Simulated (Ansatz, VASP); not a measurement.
## Two plane-wave programs on MgCdO

```
Mg Cd O
1.0
     3.17212    0.00000    0.00000
     0.00000    3.17212    0.00000
     0.00000    0.00000    6.70394
Mg Cd O
1 1 1
Direct
  0.00000 0.00000 0.50000
  0.00000 0.00000 0.00000
  0.50000 0.50000 0.00000
```

Change from the starting cell: species swapped into the TiOF type (P4/mmm, No. 123).

Alike in both runs: task single point; functional PBE; k mesh 6 × 6 × 4; occupations gaussian, width 0.1 eV; collinear spin.

```csv
,VASP,Ansatz
version,VASP 6.6.1,Ansatz 0.2.0
potentials or method,"VASP PAW PBE potentials, release 64 (Mg, Cd, O)","scalar-relativistic, plane waves, PAW"
plane-wave cutoff (eV),520,420
valence electrons in the cell,20,36
```

Ansatz gave:

* gap on the k mesh at the Fermi level (eV): none
* pressure (GPa): 0.1
* largest component of the traceless stress (GPa): 0.24
* net moment per atom (μB): 0.00

Task: What did VASP give for the same quantities?

Result: gap on the k mesh at the Fermi level (eV): none; pressure (GPa): 0.6; largest component of the traceless stress (GPa): 0.35; net moment per atom (μB): 0.00.

A gap of «none» marks a metal or a gap that the smearing closes. The functional is the same, so the differences come from potentials, cutoffs and numerics. The two sets of potentials don't hold the same shells in valence. Ansatz warned: «seeded_moment_not_kept».
